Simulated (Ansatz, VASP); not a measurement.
# Cross-check of InSn6Sb between VASP and Ansatz

One calculation is typed for both programs; each brings its own data sets. How far apart do they land? The cell is generated by rule, not measured, and may not be a known phase. The cell is taken from a series of runs on this material, whose earlier steps may have relaxed, scaled, displaced or heated it; both programs get it as it stands.

Method: plane waves, with VASP 6.6.1 beside it; single point at PBE, in Ansatz 0.2.0.

The structure was built from a prototype and need not be the compound's stable phase.

## 1. Starting point

Symmetry: Pmm2, No. 25, orthorhombic system. Conventional cell: a = 4.587 Å, b = 4.587 Å, c = 12.975 Å, α = 90.00°, β = 90.00°, γ = 90.00°. Nearest to In lie 2 Sn at 2.81 Å and 2 Sb at 2.81 Å. Sb has 2 In at 2.81 Å and 2 Sn at 2.81 Å nearest. Sn has 2 Sb at 2.81 Å and 2 Sn at 2.81 Å nearest. Sn has 4 Sn at 2.81 Å nearest. Nearest to Sn lie 4 Sn at 2.81 Å. Sn has 4 Sn at 2.81 Å nearest. Farther neighbours are not listed.

## 2. Ansatz: single point, PBE

Ansatz runs on its default PAW (the set named soft_2) files.

A single point gives forces, pressure and levels at one fixed geometry, so differences don't come from the geometry; what else differs is listed under the comparison.

input.yaml reads:

```yaml
crystal:
  lattice:
    - [3.24375, 3.24375, 0.0]
    - [-3.24375, 3.24375, 0.0]
    - [0.0, 0.0, 12.975]
  atoms:
    - { symbol: In, position: [0.0, 0.0, 0.0] }
    - { symbol: Sb, position: [0.5, 0.0, 0.125] }
    - { symbol: Sn, position: [0.5, 0.5, 0.25] }
    - { symbol: Sn, position: [1.0, 0.5, 0.375] }
    - { symbol: Sn, position: [0.0, 0.0, 0.5] }
    - { symbol: Sn, position: [0.5, 0.0, 0.625] }
    - { symbol: Sn, position: [0.5, 0.5, 0.75] }
    - { symbol: Sn, position: [1.0, 0.5, 0.875] }
kpoints:
  mp_grid: { grid: [4, 4, 2] }
hamiltonian:
  xc: pbe
scf:
  occupations: { method: gaussian, width: 0.1 }
output:
  forces: true
  stress: true
  eigenvalues: true
```

Launch:

```
$ ansatz run input.yaml --threads 8 --pin off --max-ram 14336MiB --backend cpu --events-out ev --progress --plain --runs-dir out
```

Numbers of over 12 decimals in the logs are rounded to 6 here.

What it wrote:

```text
Engine: ansatz 0.2.0, aarch64-unknown-linux-gnu
Pseudopotentials: kind: paw
Pseudopotential: In, paw, valence charge 13, recommended cutoff 420 eV (normal), In.paw.azcp
Pseudopotential: Sb, paw, valence charge 15, recommended cutoff 420 eV (normal), Sb.paw.azcp
Pseudopotential: Sn, paw, valence charge 14, recommended cutoff 420 eV (normal), Sn.paw.azcp
Functional definition: PBE
  parameter kappa = 0.804
  parameter beta = 0.066725
  exchange = pbe_x(kappa = kappa, mu = beta*pi^2/3)
  correlation = pbe_c(beta = beta)
Crystal: 8 atoms, lattice volume = 273.044 Å³
Basis set: ecut = 420 eV, 5363 PW (Γ), exchange–correlation on 64×64×180 points (8 copies of the dense FFT grid, shifted against one another)
Bands: 68, of which v1, the nominal top of the filled ones, is band 56 counted from 1 (55 counted from 0)
Symmetry: 4 space group operations
Space group: Pmm2 (ITA 25), of the structure as read, at distance tolerance 6.5e-5 Å
k-points: 18 of 32
Non-local potential: In, projectors of the file, l = 0: 2, l = 1: 2, l = 2: 2, l = 3: 2
Non-local potential: Sb, projectors of the file, l = 0: 2, l = 1: 2, l = 2: 2, l = 3: 2
Non-local potential: Sn, projectors of the file, l = 0: 2, l = 1: 2, l = 2: 2, l = 3: 2
PAW form: soft (Blöchl's): semilocal exchange-correlation on the pseudo side does not see the compensation charge
PAW one-centre angular grid: In, 590 points (default); XC on 64 Gauss nodes
PAW one-centre angular grid: Sb, 590 points (default); XC on 64 Gauss nodes
PAW one-centre angular grid: Sn, 590 points (default); XC on 64 Gauss nodes
Initial density: superposition of atomic densities (neutral atoms: chi_scale 0, normalization atom), corrected by the library's trained network
Initial wavefunctions: pseudopotential atomic-orbital guess
Functional: x = pbe(κ = 0.804, μ = 0.219515), c = pbe(β = 0.066725)
SCF iter   1: F=—  HF=-48227.132496 eV  |F-HF|=—  |Δ(HF+E_count)|=         —  Δρ=1.15e-3  dr2=1.37e-2  ethr=1.77e-3  ⟨swp⟩=6.7  Hψ=5161  notcnv=0
preconditioner: auto → LDOS  [metal: Δε(μ)=0.099 eV  Ē_g=18.362 eV  σ=0.100 eV  W_gap=0.43  n_scr=56 (ndim 8)  ℏωp=22.7 eV  f_vac=0.097  D(μ)=2.67/eV (n_scr^D=4)  β→1.0]
SCF iter   2: F=—  HF=-48227.129625 eV  |F-HF|=—  |Δ(HF+E_count)|=   2.87e-3  Δρ=6.54e-4  dr2=2.30e-3  ethr=1.23e-5  ⟨swp⟩=2.0  Hψ=2184  notcnv=0  defer=2
SCF iter   3: F=—  HF=-48227.129157 eV  |F-HF|=—  |Δ(HF+E_count)|=   4.67e-4  Δρ=2.36e-4  dr2=3.66e-4  ethr=2.05e-6  ⟨swp⟩=2.0  Hψ=2052  notcnv=0  defer=2
SCF iter   4: F=—  HF=-48227.129095 eV  |F-HF|=—  |Δ(HF+E_count)|=   6.21e-5  Δρ=4.79e-5  dr2=1.37e-5  ethr=3.27e-7  ⟨swp⟩=2.0  Hψ=2051  notcnv=0  defer=2
SCF iter   5: F=—  HF=-48227.129145 eV  |F-HF|=—  |Δ(HF+E_count)|=   5.02e-5  Δρ=1.92e-5  dr2=1.73e-6  ethr=1.22e-8  ⟨swp⟩=2.0  Hψ=2050  notcnv=0  defer=2
SCF iter   6: F=-48227.129145 eV  HF=-48227.129145 eV  |F-HF|=2.55e-9  |Δ(HF+E_count)|=   1.80e-7  Δρ=4.58e-6  dr2=7.13e-8  ethr=8.93e-11  ⟨swp⟩=10.2  Hψ=7012  notcnv=0
SCF 1 converged in 6 iterations: F = -48227.129145 eV  dr2 = 7.13e-8
  greatest PAW one-centre occupation: 0.996 electrons in one spin orbital (limit 2), on the Sb atom at site 1 (counted from 0), in its partial waves of l = 2
SCF converged after 6 iterations
Free energy (F): -48227.129145 eV
Harris-Foulkes:  -48227.129145 eV  (|F-HF|=2.55e-9)
Internal energy: -48227.116157 eV  (E = F + TS)
E sigma→0 (E₀):  -48227.122651 eV
Entropy (-TS):   -0.012988 eV (-1.624 meV/atom)
Fermi energy:    7.803318 eV
--- Per-component energies (eV) ---
  E_band       = -1003.922206
  E_kinetic    = 1576.633375
  E_local      = -10111.191583  (includes V_loc(G=0)·N_el)
  E_nonlocal   = 537.859271
  E_hartree    = 5354.470047
  E_xc         = -2647.011986
  E_vxc        = -770.010537  (∫ρ·V_xc dr)
  E_paw        = -33558.123294  (= ΣΔE_a)
  E_vpaw       = -2946.151164  (= ΣTr[D̂ρ^β])
  E_aug_tail   = 0.000021  (compensation charges beyond the density's cutoff)
  E_ewald      = -9379.752009
  E_smearing   = -0.012988  (= −TS)
  E_closure    = 0.000000  (closes the sum)
  Σ components = -48227.129145   (vs F -48227.129145, Δ=0.00e0)
--- Forces (eV/Å), atoms counted from 1 ---
  atom   1  In     0.00000000     0.00000000    -0.32491595
  atom   2  Sb     0.00000000    -0.00000000    -0.15174700
  atom   3  Sn    -0.00000000     0.00000000     0.29297587
  atom   4  Sn     0.00000000     0.00000000    -0.00535035
  atom   5  Sn    -0.00000000     0.00000000     0.00671085
  atom   6  Sn    -0.00000000     0.00000000    -0.06472090
  atom   7  Sn    -0.00000000    -0.00000000     0.12535158
  atom   8  Sn     0.00000000    -0.00000000     0.12169952
  max |Σ_I F_I| component: 3.62e-6 eV/Å
--- Stress (GPa, compression-positive) ---
        3.934373       0.018959      -0.000000
        0.018959       3.934373      -0.000000
       -0.000000      -0.000000       3.313310
  P = ⅓ Tr σ = 3.7274 GPa (37.274 kbar)
--- Band table (eV; the first three rows and the last of 18) ---
  k-point 0: bands = [... 52 lower, 6.5162, 7.0999, 7.7445, 7.8143, 8.1335, 8.4470, 8.5911, 8.8463, ... 8 higher]
  k-point 1: bands = [... 52 lower, 6.8896, 7.0171, 7.2551, 7.6999, 8.2449, 8.4414, 8.9444, 9.1207, ... 8 higher]
  k-point 2: bands = [... 52 lower, 6.2581, 6.4292, 6.5283, 7.4836, 8.7631, 8.9989, 9.0183, 9.3822, ... 8 higher]
  k-point 17: bands = [... 52 lower, 5.0463, 5.1362, 5.3235, 5.5148, 9.1435, 9.3279, 9.4464, 9.5449, ... 8 higher]
```

The column dr2 measures how far the density is from self-consistency, as an energy; F and HF (Harris–Foulkes) agree once it is small.

The run ends at a pressure of 3.73 GPa, with forces up to 0.32 eV/Å.

## 3. VASP: single point, PBE

The same cell, functional, mesh and smearing now go to VASP, with its own data sets.

Lines of VASP's logs that name or quote its potential files are left out, and so is its time.

INCAR reads:

```
SYSTEM = InSn6Sb
PREC = Accurate
ENCUT = 500
EDIFF = 1E-06
NELM = 120
ISMEAR = 0
SIGMA = 0.1
LREAL = .FALSE.
ALGO = Normal
GGA = PE
NBANDS = 63
LORBIT = 11
LWAVE = .FALSE.
LCHARG = .FALSE.
ISIF = 2
LASPH = .TRUE.
GGA_COMPAT = .FALSE.
KPAR = 2
```

POSCAR reads:

```
InSn6Sb
1.0
    3.2437500000      3.2437500000      0.0000000000
   -3.2437500000      3.2437500000      0.0000000000
    0.0000000000      0.0000000000     12.9750000000
In Sb Sn
1 1 6
Direct
    0.0000000000      0.0000000000      0.0000000000
    0.5000000000      0.0000000000      0.1250000000
    0.5000000000      0.5000000000      0.2500000000
    0.0000000000      0.5000000000      0.3750000000
    0.0000000000      0.0000000000      0.5000000000
    0.5000000000      0.0000000000      0.6250000000
    0.5000000000      0.5000000000      0.7500000000
    0.0000000000      0.5000000000      0.8750000000
```

KPOINTS reads:

```
Automatic mesh
0
Gamma
4 4 2
0 0 0
```

PAW data sets: In_d, Sb and Sn_d (PBE family, release 64).

Launch:

```
$ mpirun -np 2 vasp_std
```

What it wrote:

```text
[banner, memory and clock lines left out]
running    2 mpi-ranks, on    1 nodes
 distrk:  each k-point on    1 cores,    2 groups
 distr:  one band on    1 cores,    1 groups

 POSCAR found type information on POSCAR InSbSn
 POSCAR found :  3 types and       8 ions
 LDA part: xc-table for (Slater+PW92), standard interpolation
 POSCAR, INCAR and KPOINTS ok, starting setup
 FFT: planning ... GRIDC
 FFT: planning ... GRID_SOFT
 FFT: planning ... GRID
 WAVECAR not read
 entering main loop
       N       E                     dE             d eps       ncg     rms          rms(c)
DAV:   1     0.115997097757E+04    0.11600E+04   -0.47465E+04  2392   0.217E+03
DAV:   2     0.173771132026E+03   -0.98620E+03   -0.96309E+03  2268   0.647E+02
DAV:   3    -0.165569034442E+02   -0.19033E+03   -0.18617E+03  2480   0.234E+02
DAV:   4    -0.291760443832E+02   -0.12619E+02   -0.12528E+02  2618   0.662E+01
DAV:   5    -0.295970223594E+02   -0.42098E+00   -0.42062E+00  3213   0.125E+01    0.707E+00
DAV:   6    -0.293532033669E+02    0.24382E+00   -0.31089E-01  3127   0.116E+01    0.410E+00
DAV:   7    -0.292846874153E+02    0.68516E-01   -0.39444E-01  2764   0.458E+00    0.726E-01
DAV:   8    -0.292914770994E+02   -0.67897E-02   -0.53557E-02  2575   0.293E+00    0.421E-01
DAV:   9    -0.292941233201E+02   -0.26462E-02   -0.81509E-03  3261   0.641E-01    0.238E-01
DAV:  10    -0.292959465420E+02   -0.18232E-02   -0.20233E-03  2452   0.348E-01    0.364E-02
DAV:  11    -0.292961152010E+02   -0.16866E-03   -0.21387E-04  2795   0.155E-01    0.219E-02
DAV:  12    -0.292961932404E+02   -0.78039E-04   -0.96560E-05  2803   0.581E-02    0.865E-03
DAV:  13    -0.292962093447E+02   -0.16104E-04   -0.20553E-05  2487   0.320E-02    0.506E-03
DAV:  14    -0.292962120864E+02   -0.27417E-05   -0.40474E-06  1975   0.101E-02    0.143E-03
DAV:  15    -0.292962122394E+02   -0.15307E-06   -0.34317E-07  1591   0.637E-03
   1 F= -.29296212E+02 E0= -.29289720E+02  d E =-.129848E-01
```

OUTCAR, selected parts (step 3):

```text
ion  position               nearest neighbor table
   1  0.000  0.000  0.000-   2 2.81   8 2.81   8 2.81   2 2.81
   2  0.500  0.000  0.125-   1 2.81   3 2.81   3 2.81   1 2.81
   3  0.500  0.500  0.250-   2 2.81   4 2.81   2 2.81   4 2.81
   4  0.000  0.500  0.375-   3 2.81   5 2.81   5 2.81   3 2.81
   5  0.000  0.000  0.500-   4 2.81   6 2.81   4 2.81   6 2.81
   6  0.500  0.000  0.625-   5 2.81   7 2.81   7 2.81   5 2.81
   7  0.500  0.500  0.750-   6 2.81   8 2.81   6 2.81   8 2.81
   8  0.000  0.500  0.875-   1 2.81   7 2.81   1 2.81   7 2.81

  LATTYP: Found a simple tetragonal cell.
 ALAT       =     4.5873552429
 C/A-ratio  =     2.8284271247

 Subroutine GETGRP returns: Found  4 space group operations
 (whereof  4 operations were pure point group operations)

The static configuration has the point symmetry C_2v.

 Found     18 irreducible k-points:

   k-points           NKPTS =     18   k-points in BZ     NKDIM =     18   number of bands    NBANDS=     63

   dimension x,y,z NGX =    36 NGY =   36 NGZ =   96
   dimension x,y,z NGXF=    72 NGYF=   72 NGZF=  192

   ENCUT  =  500.0 eV  36.75 Ry    6.06 a.u.   8.36  8.36 23.66*2*pi/ulx,y,z

   NELECT =     102.0000    total number of electrons

 k-points in reciprocal lattice and weights: Automatic mesh
   0.00000000  0.00000000  0.00000000       0.031
   0.25000000  0.00000000  0.00000000       0.062
   0.00000000  0.25000000  0.00000000       0.062
   0.50000000  0.00000000  0.00000000       0.031
   0.00000000  0.50000000  0.00000000       0.031
   0.25000000  0.25000000  0.00000000       0.125
   0.50000000  0.25000000  0.00000000       0.062
  -0.25000000  0.50000000  0.00000000       0.062
   0.50000000  0.50000000  0.00000000       0.031
[...]
-0.25000000  0.50000000  0.50000000       0.062
   0.50000000  0.50000000  0.50000000       0.031

 average (electrostatic) potential at core
       1 -95.8548       2 -87.2904       3-101.7941       4-101.5856       5-101.5261
       6-101.4947       7-101.4035       8-101.2241

 E-fermi :   5.5913

 k-point     1 :       0.0000    0.0000    0.0000
  band No.  band energies     occupation
    ...
     47       4.1346      2.00000
     48       4.3050      2.00000
     49       4.8854      2.00000
     50       5.5363      1.56396
     51       5.6037      0.86077
     52       5.9226      0.00000
     53       6.2303      0.00000
     54       6.3778      0.00000
     55       6.6319      0.00000
     56       6.7816      0.00000
    ...

 k-point     2 :       0.2500    0.0000    0.0000
  band No.  band energies     occupation
    ...
     46       3.7009      2.00000
     47       3.8794      2.00000
     48       3.8959      2.00000
     49       4.2734      2.00000
     50       4.5090      2.00000
     51       5.6928      0.15132
     52       6.0483      0.00000
     53       6.7172      0.00000
     54       6.8367      0.00000
     55       7.5270      0.00000
    ...

 k-point     3 :       0.0000    0.2500    0.0000
  band No.  band energies     occupation
    ...
     47       4.0419      2.00000
     48       4.0466      2.00000
     49       4.2182      2.00000
     50       4.3171      2.00000
     51       5.2726      1.99999
     52       6.5521      0.00000
     53       6.7865      0.00000
     54       6.8057      0.00000
     55       7.1659      0.00000
     56       7.9890      0.00000
    ...

  Total        6.6380252      6.6380252      5.5818100      0.0151405      0.0000000      0.0000000
  in kB       38.9508882     38.9508882     32.7531833      0.0888419      0.0000000      0.0000000
  external PRESSURE =      36.8849866 kB  Pullay stress =       0.0000000 kB

  energy-cutoff  :      500.00
  volume of cell :      273.04
      direct lattice vectors                 reciprocal lattice vectors
     3.243750000  3.243750000  0.000000000     0.154142582  0.154142582  0.000000000
    -3.243750000  3.243750000  0.000000000    -0.154142582  0.154142582  0.000000000
     0.000000000  0.000000000 12.975000000     0.000000000  0.000000000  0.077071291

 POSITION                                       TOTAL-FORCE (eV/Angst)
 -----------------------------------------------------------------------------------
      0.00000      0.00000      0.00000        -0.000000     -0.000000     -0.323412
      1.62187      1.62187      1.62187        -0.000000     -0.000000     -0.158924
      0.00000      3.24375      3.24375         0.000000      0.000000      0.298987
     -1.62187      1.62187      4.86562        -0.000000     -0.000000     -0.005588
      0.00000      0.00000      6.48750        -0.000000     -0.000000      0.006879
      1.62187      1.62187      8.10938        -0.000000      0.000000     -0.064304
      0.00000      3.24375      9.73125         0.000000     -0.000000      0.124670
     -1.62187      1.62187     11.35313        -0.000000     -0.000000      0.121692
 -----------------------------------------------------------------------------------
    total drift:                               -0.000000      0.000000     -0.000388

  FREE ENERGIE OF THE ION-ELECTRON SYSTEM (eV)
  ---------------------------------------------------
  free  energy   TOTEN  =       -29.2962122394 eV

  energy  without entropy=      -29.2832274730  energy(sigma->0) =      -29.28971986

 total charge
# of ion       s       p       d       tot
------------------------------------------
    1        0.893   0.725   9.854  11.472
    2        1.153   1.312   0.025   2.491
    3        1.183   1.177   9.979  12.339
    4        1.165   1.228   9.968  12.360
    5        1.162   1.226   9.968  12.357
    6        1.166   1.217   9.969  12.352
    7        1.164   1.219   9.969  12.352
    8        1.168   1.226   9.959  12.353
--------------------------------------------------
tot          9.052   9.330  69.692  88.075

[... 3 further parts left out ...]
```

The k-mesh is coarse for a metal.

The run ends at a pressure of 3.69 GPa, with forces up to 0.32 eV/Å.

## 4. Comparison

Known differences besides the potentials themselves: the data sets hold 112 valence electrons in Ansatz (on its default PAW (the set named soft_2) files) and 102 in VASP; the cutoff is 420 eV in Ansatz and 500 eV in VASP. Total energies have different zeros and are not compared.

Both answers:

```
      quantity  Ansatz  VASP  difference
pressure (GPa)    3.73  3.69       +0.04
```

Forces (eV/Å; atoms numbered as in POSCAR):

```csv
atom,"Ansatz x, y, z","VASP x, y, z"
In1,"0.000, 0.000, -0.325","0.000, 0.000, -0.323"
Sb2,"0.000, 0.000, -0.152","0.000, 0.000, -0.159"
Sn3,"0.000, 0.000, 0.293","0.000, 0.000, 0.299"
Sn4,"0.000, 0.000, -0.005","0.000, 0.000, -0.006"
Sn5,"0.000, 0.000, 0.007","0.000, 0.000, 0.007"
Sn6,"0.000, 0.000, -0.065","0.000, 0.000, -0.064"
Sn7,"0.000, 0.000, 0.125","0.000, 0.000, 0.125"
Sn8,"0.000, 0.000, 0.122","0.000, 0.000, 0.122"
```

The forces differ by 1.9 meV/Å r.m.s., which is 1.9 % of the r.m.s. force of 0.103 eV/Å (both taken over all components).

## 5. What came out

```
r.m.s. force difference (single point, PBE) : 1.9 meV/Å
```

In words: The r.m.s. force difference is 1.9 meV/Å (single point, PBE), within the 12 meV/Å picked in this series as the mark of a large difference. The data sets hold unlike numbers of valence electrons (112 in Ansatz and 102 in VASP), so part of the differences comes from the potentials. How closely two codes agree says nothing of how well the functional describes the real material.

[Lines on the potential files, build, host, timing and source positions are cut from VASP's logs without a mark.]

[Logs are printed without paths, hosts, clocks, repeated set-up lines and the standing remarks that a program may print on its own settings, such as how far it seeks lower states.]

[Hosts, paths, dates, database ids (printed as entryN), source tags and the programs' standing remarks are cut or masked in the printed files.]
